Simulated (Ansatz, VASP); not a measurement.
**One calculation of Mg3SeS2, two programs**

```
CELL_PARAMETERS angstrom
6.28146 0.00000 0.00000
-3.14073 5.43990 0.00000
0.00000 0.00000 3.56636
ATOMIC_POSITIONS crystal
Mg 0.50000 0.00000 0.50000
Mg 0.00000 0.50000 0.50000
Mg 0.50000 0.50000 0.50000
Se 0.00000 0.00000 0.50000
S 0.33333 0.66667 0.00000
S 0.66667 0.33333 0.00000
```

Alike in both runs: task relaxation of cell and atoms; functional PBE; k mesh 3 × 3 × 6; occupations gaussian, width 0.1 eV; no spin polarisation.

```csv
,VASP,Ansatz
version,VASP 6.6.1,Ansatz 0.2.0
potentials or method,"VASP PAW PBE potentials, release 64 (Mg, Se, S)","scalar-relativistic, plane waves, PAW"
plane-wave cutoff (eV),600,420
valence electrons in the cell,24,58
```

Ansatz gave:

```
gap on the k mesh at the Fermi level, each at its own relaxed structure (eV) : none
relaxed volume (Å³/atom)                                                     : 20.31
relaxed cell length with the largest relative difference (Å)                 : 6.281
```

Task: Estimate VASP's values.

Result: gap on the k mesh at the Fermi level, each at its own relaxed structure (eV): none; relaxed volume (Å³/atom): 20.20; relaxed cell length with the largest relative difference (Å): 6.263.

A gap of «none» marks a metal or a gap that the smearing closes. The two sets of potentials don't hold the same shells in valence.

Caveats: the k mesh is coarse (spacing up to 0.39 Å⁻¹), so the values aren't converged.
